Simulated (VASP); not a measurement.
Consider the following.

```
CELL_PARAMETERS angstrom
      4.04957     0.00000     0.00000
      0.00000     4.04957     0.00000
      0.00000     0.00000     5.03190
ATOMIC_POSITIONS crystal
  Pb 0.50000 0.00000 0.76430
  Pb 0.00000 0.50000 0.23570
  O  0.50000 0.50000 0.00000
  O  0.00000 0.00000 0.00000
```

Computed with PBEsol GGA, VASP's PBE PAW potentials (set 64) (plane waves; VASP 6.6.1). Numerical set-up: 600 eV cut-off, 6×6×4 Γ-centred mesh, Gaussian smearing of 0.050 eV, potentials Pb_d O.

Without a dispersion term in the relaxation, distances and binding between the weakly bound layers, chains or molecules are unreliable, and so is what depends on them.

Q: Which forces act on the atoms, in eV/Å?

A: 
```json
[
 {"atom": "Pb1", "Fx": "0.000", "Fy": "0.000", "Fz": "0.340"},
 {"atom": "Pb2", "Fx": "0.000", "Fy": "0.000", "Fz": "-0.340"},
 {"atom": "O3", "Fx": "0.000", "Fy": "0.000", "Fz": "0.000"},
 {"atom": "O4", "Fx": "0.000", "Fy": "0.000", "Fz": "0.000"}
]
```

Q: Give the stress tensor in GPa (positive for a compressed cell).

A: 
```
-2.81   0.00   0.00
 0.00  -2.81   0.00
 0.00   0.00  -1.73
```
The pressure is its mean diagonal, -2.45 GPa.

The compound is PbO in the litharge structure. This cell was strained or had an atom moved on purpose.
